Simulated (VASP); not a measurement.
Calculation: HSE06 screened hybrid, VASP's PBE PAW potentials (set 64) (plane waves; VASP).

The input files of a VASP run:

### KPOINTS
```
Automatic
0
Gamma
1 1 1
0 0 0
```

File POSCAR:
```
BiSi62
1
   10.9370747000     0.0000000000     0.0000000000
    0.0000000000    10.9370747000     0.0000000000
    0.0000000000     0.0000000000    10.9370747000
Si Bi
62 1
Direct
  0.4990143607   0.0007310401   0.0005684065
  0.6230228090   0.1286090820   0.1284000636
  0.7480792589   0.2518965779   0.0023430594
  0.8713554212   0.3769782884   0.1284390354
  0.7479756423   0.0025856947   0.2517319203
  0.8713296478   0.1286293944   0.3767372162
  0.9992439071   0.0006104491   0.0005066928
  0.1221909002   0.1265432808   0.1263270096
  0.2478176101   0.2496336101   0.0002909614
  0.3723212268   0.3765968220   0.1242015786
  0.4993568715   0.5006570496   0.0005324024
  0.6234686936   0.6276343785   0.1243007340
  0.7504076477   0.7520687723   0.0003443230
  0.8734544953   0.8777711043   0.1263715443
  0.2480006402   0.0004259115   0.2492635747
  0.3723653923   0.1243512476   0.3764138753
  0.4905109766   0.2501624766   0.2500051118
  0.7497641490   0.5094054230   0.2501290596
  0.8756893578   0.6276113782   0.3764728185
  0.4993552936   0.0006178726   0.5005616883
  0.6233949309   0.1242826681   0.6275792027
  0.7497891276   0.2501237967   0.5093598815
  0.8756354626   0.3765560651   0.6275397277
  0.7504520011   0.0004300134   0.7519641762
  0.8735335272   0.1264349693   0.8776434165
  0.9992606967   0.5009211476   0.0006227169
  0.1229895750   0.6269950008   0.1244021479
  0.2496178535   0.7503314053   0.9994972285
  0.3730151343   0.8769796111   0.1243068083
  0.9973288894   0.2520217819   0.2517648904
  0.1239051355   0.3757000601   0.3755942585
  0.2468247219   0.5007850403   0.2485753347
  0.3736678343   0.6262702861   0.3663495947
  0.4991959420   0.7530972921   0.2485969529
  0.6242968654   0.8760429077   0.3755998388
  0.9991870134   0.0007644926   0.5006505713
  0.1229742455   0.1244173613   0.6267786818
  0.2468650561   0.2486980746   0.5006142574
  0.3738762581   0.3664647016   0.6260732463
  0.6335388018   0.6261695740   0.6260413225
  0.7513597008   0.7531625654   0.5006141953
  0.8754760368   0.8770818536   0.6268826708
  0.2495867462   0.9995886906   0.7502283713
  0.3728605879   0.1245351465   0.8769664166
  0.4991567461   0.2486294849   0.7530830049
  0.6242632756   0.3756826335   0.8758730117
  0.7513614000   0.5007498172   0.7530677465
  0.8754953775   0.6270912905   0.8769801861
  0.9995170969   0.7519936357   0.2493067097
  0.1251788484   0.8748443123   0.3751581582
  0.9993770753   0.5005903073   0.5005538658
  0.1251740079   0.6249191463   0.6248424569
  0.2521516453   0.7477576824   0.5003656769
  0.3749928304   0.8748286455   0.6247508323
  0.9995800331   0.2494177765   0.7518992202
  0.1252017290   0.3755968003   0.8745777442
  0.2523751855   0.5006543708   0.7475851455
  0.3751255050   0.6249925945   0.8747431158
  0.4993544816   0.7477418763   0.7475433930
  0.6244319419   0.8747985720   0.8746575608
  0.0004008340   0.7503835624   0.7502429374
  0.1245375739   0.8754859448   0.8754326713
  0.5522779669   0.4477071871   0.4476065774
```

INCAR:
```
SYSTEM = BiSi62
PREC = Normal; ENCUT = 400; LREAL = Auto
LASPH = T; ISYM = 0; NELECT = 252.0
EDIFF = 1E-5; NELM = 50; NELMIN = 4
ALGO = Normal; LMAXMIX = 4
ISMEAR = 0; SIGMA = 0.05
GGA = PE; LHFCALC = T; AEXX = 0.25
HFSCREEN = 0.2; PRECFOCK = Fast
ISPIN = 2; MAGMOM = 63*0.0317; NUPDOWN = 2
ISIF = 0
LWAVE = F; LCHARG = F; LORBIT = 10
```

POTCAR, in this order: Si Bi (PBE.64 set). Program: vasp_gam. Read from the step before: WAVECAR.

The run wrote:

**OSZICAR**
```
       N       E                     dE             d eps       ncg     rms          rms(c)
DAV:   1    -0.391218343944E+03   -0.39122E+03   -0.12596E+01   656   0.795E+00    0.192E+01
DAV:   2    -0.391341563725E+03   -0.12322E+00   -0.41409E-01   720   0.124E+00    0.124E+01
DAV:   3    -0.391338501572E+03    0.30622E-02   -0.39041E-02   728   0.330E-01    0.737E+00
DAV:   4    -0.391356179838E+03   -0.17678E-01   -0.28373E-02   696   0.280E-01    0.429E+00
DAV:   5    -0.391361953684E+03   -0.57738E-02   -0.31846E-02   696   0.291E-01    0.245E+00
DAV:   6    -0.391362094007E+03   -0.14032E-03   -0.12119E-02   696   0.174E-01    0.137E+00
DAV:   7    -0.391362157044E+03   -0.63038E-04   -0.19803E-03   720   0.706E-02    0.788E-01
DAV:   8    -0.391362083999E+03    0.73045E-04   -0.49144E-04   712   0.359E-02    0.450E-01
DAV:   9    -0.391362087570E+03   -0.35705E-05   -0.30839E-04   720   0.235E-02    0.255E-01
DAV:  10    -0.391362116587E+03   -0.29017E-04   -0.23889E-04   672   0.157E-02    0.147E-01
DAV:  11    -0.391362152405E+03   -0.35818E-04   -0.25645E-04   672   0.148E-02    0.858E-02
DAV:  12    -0.391362194651E+03   -0.42246E-04   -0.29299E-04   680   0.155E-02    0.524E-02
DAV:  13    -0.391362243403E+03   -0.48752E-04   -0.33518E-04   688   0.162E-02    0.365E-02
DAV:  14    -0.391362299229E+03   -0.55826E-04   -0.38537E-04   680   0.171E-02    0.311E-02
DAV:  15    -0.391362362987E+03   -0.63758E-04   -0.44375E-04   696   0.183E-02    0.305E-02
DAV:  16    -0.391362435636E+03   -0.72649E-04   -0.50823E-04   688   0.196E-02    0.318E-02
DAV:  17    -0.391362518014E+03   -0.82379E-04   -0.57730E-04   696   0.210E-02    0.335E-02
DAV:  18    -0.391362610811E+03   -0.92796E-04   -0.64993E-04   688   0.223E-02    0.354E-02
DAV:  19    -0.391362714457E+03   -0.10365E-03   -0.72485E-04   696   0.236E-02    0.373E-02
DAV:  20    -0.391362829039E+03   -0.11458E-03   -0.79998E-04   688   0.248E-02    0.391E-02
DAV:  21    -0.391362954276E+03   -0.12524E-03   -0.87266E-04   696   0.259E-02    0.408E-02
DAV:  22    -0.391363089438E+03   -0.13516E-03   -0.93982E-04   688   0.269E-02    0.422E-02
DAV:  23    -0.391363233272E+03   -0.14383E-03   -0.99756E-04   696   0.278E-02    0.434E-02
DAV:  24    -0.391363384012E+03   -0.15074E-03   -0.10428E-03   688   0.284E-02    0.442E-02
DAV:  25    -0.391363539413E+03   -0.15540E-03   -0.10719E-03   696   0.289E-02    0.448E-02
DAV:  26    -0.391363696828E+03   -0.15742E-03   -0.10828E-03   688   0.291E-02    0.449E-02
DAV:  27    -0.391363853419E+03   -0.15659E-03   -0.10738E-03   696   0.290E-02    0.446E-02
DAV:  28    -0.391364006273E+03   -0.15285E-03   -0.10454E-03   688   0.286E-02    0.439E-02
DAV:  29    -0.391364152657E+03   -0.14638E-03   -0.99842E-04   696   0.280E-02    0.428E-02
DAV:  30    -0.391364290171E+03   -0.13751E-03   -0.93573E-04   688   0.271E-02    0.414E-02
DAV:  31    -0.391364416958E+03   -0.12679E-03   -0.86088E-04   696   0.260E-02    0.397E-02
DAV:  32    -0.391364531713E+03   -0.11476E-03   -0.77795E-04   688   0.248E-02    0.378E-02
DAV:  33    -0.391364633772E+03   -0.10206E-03   -0.69095E-04   696   0.233E-02    0.356E-02
DAV:  34    -0.391364723051E+03   -0.89279E-04   -0.60400E-04   688   0.218E-02    0.333E-02
DAV:  35    -0.391364799971E+03   -0.76919E-04   -0.52014E-04   688   0.203E-02    0.309E-02
DAV:  36    -0.391364865307E+03   -0.65336E-04   -0.44190E-04   696   0.187E-02    0.286E-02
DAV:  37    -0.391364920093E+03   -0.54786E-04   -0.37075E-04   672   0.171E-02    0.262E-02
DAV:  38    -0.391364965517E+03   -0.45424E-04   -0.30770E-04   680   0.156E-02    0.240E-02
DAV:  39    -0.391365002792E+03   -0.37276E-04   -0.25268E-04   632   0.142E-02    0.217E-02
DAV:  40    -0.391365033093E+03   -0.30301E-04   -0.20598E-04   624   0.129E-02    0.196E-02
DAV:  41    -0.391365057553E+03   -0.24460E-04   -0.16651E-04   592   0.117E-02    0.177E-02
DAV:  42    -0.391365077166E+03   -0.19613E-04   -0.13396E-04   576   0.106E-02    0.159E-02
DAV:  43    -0.391365092797E+03   -0.15631E-04   -0.10704E-04   536   0.951E-03    0.142E-02
DAV:  44    -0.391365105245E+03   -0.12448E-04   -0.85509E-05   528   0.858E-03    0.127E-02
DAV:  45    -0.391365115089E+03   -0.98443E-05   -0.67520E-05   488   0.765E-03
   1 F= -.39136512E+03 E0= -.39136511E+03  d E =-.843347E-05  mag=     2.0000
```

File OUTCAR:
```
------------------------ aborting loop because EDIFF is reached ----------------------------------------
  volume of cell :     1308.29
      direct lattice vectors                 reciprocal lattice vectors
    10.937074700  0.000000000  0.000000000     0.091432127  0.000000000  0.000000000
     0.000000000 10.937074700  0.000000000     0.000000000  0.091432127  0.000000000
     0.000000000  0.000000000 10.937074700     0.000000000  0.000000000  0.091432127
 POSITION                                       TOTAL-FORCE (eV/Angst)
 -----------------------------------------------------------------------------------
      5.45776      0.00800      0.00622         0.084798     -0.035262      0.097828
      6.81405      1.40661      1.40432        -0.010550      0.020246     -0.069792
      8.18180      2.75501      0.02563         0.005558     -0.001766      0.037349
      9.53008      4.12304      1.40475        -0.011968      0.021309     -0.076178
      8.18067      0.02828      2.75321         0.011798     -0.037864      0.003213
      9.52980      1.40683      4.12040        -0.069998      0.076156     -0.168140
     10.92881      0.00668      0.00554         0.030896     -0.026400      0.078705
      1.33641      1.38401      1.38165        -0.024322      0.018924     -0.040749
      2.71040      2.73026      0.00318         0.027199     -0.049641      0.054559
      4.07211      4.11887      1.35840        -0.083919      0.065369     -0.056753
      5.46150      5.47572      0.00582         0.023997     -0.020319      0.033923
      6.81892      6.86448      1.35949        -0.047844      0.094872     -0.076789
      8.20726      8.22543      0.00377         0.022360     -0.028782      0.052393
      9.55304      9.60025      1.38214        -0.017232      0.022033     -0.047343
      2.71240      0.00466      2.72621         0.044073     -0.025539      0.100362
      4.07259      1.36004      4.11687        -0.078896      0.001341     -0.066337
      5.36476      2.73605      2.73432        -0.007879     -0.145520      0.022859
      8.20023      5.57141      2.73568         0.131044      0.000973      0.029603
      9.57748      6.86423      4.11751         0.008604      0.090590     -0.080678
      5.46149      0.00676      5.47468         0.005274     -0.043152     -0.006582
      6.81812      1.35929      6.86388        -0.172780      0.125022     -0.046006
      8.20050      2.73562      5.57091         0.170457     -0.185049      0.136374
      9.57689      4.11842      6.86345        -0.112204      0.182241     -0.044861
      8.20775      0.00470      8.22429         0.150535     -0.027527      0.053908
      9.55390      1.38283      9.59885        -0.047205      0.048701     -0.052937
     10.92899      5.47861      0.00681         0.025392     -0.108073      0.094898
      1.34515      6.85749      1.36060        -0.000313      0.103400     -0.064676
      2.73009      8.20643     10.93158         0.040725     -0.043246      0.048306
      4.07969      9.59159      1.35955        -0.094377      0.002463     -0.053877
     10.90786      2.75638      2.75357         0.040622     -0.016142     -0.001289
      1.35516      4.10906      4.10790        -0.026610      0.014615      0.016205
      2.69954      5.47712      2.71869         0.082659     -0.127343      0.010451
      4.08683      6.84956      4.00679        -0.114195      0.130195     -0.052229
      5.45974      8.23668      2.71892         0.112042     -0.080708      0.011749
      6.82798      9.58135      4.10796        -0.018835      0.035653      0.016247
     10.92818      0.00836      5.47565         0.037199     -0.049328      0.234783
      1.34498      1.36076      6.85513        -0.016568      0.054542     -0.094135
      2.69998      2.72003      5.47526        -0.009082     -0.053490      0.071770
      4.08911      4.00805      6.84741         0.011306      0.032065     -0.152806
      6.92906      6.84846      6.84706        -0.022086      0.011162     -0.132476
      8.21768      8.23740      5.47525         0.044645     -0.007478      0.068098
      9.57515      9.59271      6.85626        -0.037649      0.016075     -0.090707
      2.72975     10.93258      8.20530         0.028304     -0.041357      0.048568
      4.07800      1.36205      9.59145        -0.009574      0.023534     -0.054429
      5.45931      2.71928      8.23653         0.024988     -0.074234      0.072819
      6.82761      4.10887      9.57949        -0.020905      0.021414     -0.028101
      8.21770      5.47674      8.23636         0.067292     -0.033819      0.064318
      9.57536      6.85854      9.59160        -0.017230      0.021934     -0.057406
     10.93179      8.22461      2.72669         0.026315     -0.049954      0.113506
      1.36909      9.56824      4.10313        -0.059558      0.063961     -0.214010
     10.93026      5.47499      5.47460         0.035872     -0.004970      0.002267
      1.36904      6.83479      6.83395        -0.007003      0.015934     -0.013341
      2.75780      8.17828      5.47254         0.054464     -0.058056      0.103686
      4.10132      9.56807      6.83295        -0.012216      0.007995     -0.005633
     10.93248      2.72790      8.22358         0.019409     -0.157017      0.053263
      1.36934      4.10793      9.56532        -0.043729      0.136958     -0.091453
      2.76025      5.47569      8.17639         0.024336     -0.056381      0.056089
      4.10278      6.83559      9.56713        -0.020870      0.011674     -0.042208
      5.46148      8.17811      8.17594         0.048370     -0.036489      0.052898
      6.82946      9.56774      9.56620        -0.109880      0.051851     -0.090823
      0.00438      8.20700      8.20546         0.032877     -0.030506      0.047533
      1.36208      9.57526      9.57467        -0.041610      0.040810     -0.056665
      6.04031      4.89661      4.89551        -0.106322      0.091398      0.240882
 -----------------------------------------------------------------------------------
    total drift:                                0.016883     -0.003671      0.026642
  FREE ENERGIE OF THE ION-ELECTRON SYSTEM (eV)
  ---------------------------------------------------
  free  energy   TOTEN  =      -391.3651150893 eV

  energy  without entropy=     -391.3651066558  energy(sigma->0) =     -391.36511087

  exchange ACFDT corr.  =         0.00000000  see jH, gK, PRB 81, 115126

 total charge

# of ion       s       p       d       tot
------------------------------------------
    1        0.754   0.947   0.000   1.701
    2        0.749   0.946   0.000   1.696
    3        0.747   0.962   0.000   1.709
    4        0.749   0.946   0.000   1.695
    5        0.748   0.961   0.000   1.709
    6        0.751   0.947   0.000   1.697
    7        0.749   0.959   0.000   1.708
    8        0.748   0.959   0.000   1.706
    9        0.752   0.955   0.000   1.707
   10        0.750   0.958   0.000   1.709
   11        0.747   0.962   0.000   1.710
   12        0.750   0.959   0.000   1.709
   13        0.752   0.955   0.000   1.707
   14        0.748   0.959   0.000   1.707
   15        0.751   0.956   0.000   1.708
   16        0.749   0.962   0.000   1.711
   17        0.778   0.899   0.000   1.677
   18        0.777   0.900   0.000   1.678
   19        0.749   0.962   0.000   1.711
   20        0.748   0.962   0.000   1.710
   21        0.751   0.960   0.000   1.711
   22        0.783   0.878   0.000   1.661
   23        0.752   0.959   0.000   1.711
   24        0.753   0.953   0.000   1.707
   25        0.748   0.960   0.000   1.708
...
```
(Selected blocks of OUTCAR.)

The cell is charged, with a uniform compensating background. The supercell is sampled at Γ alone, which is coarse: total energies, pressure and levels can be off, energies of defects by several tenths of an eV.

The cell is a supercell with a defect, built from Si (diamond): Bi_Si-vac_Si, charge +1. The cell's shape comes from a PBE relaxation.
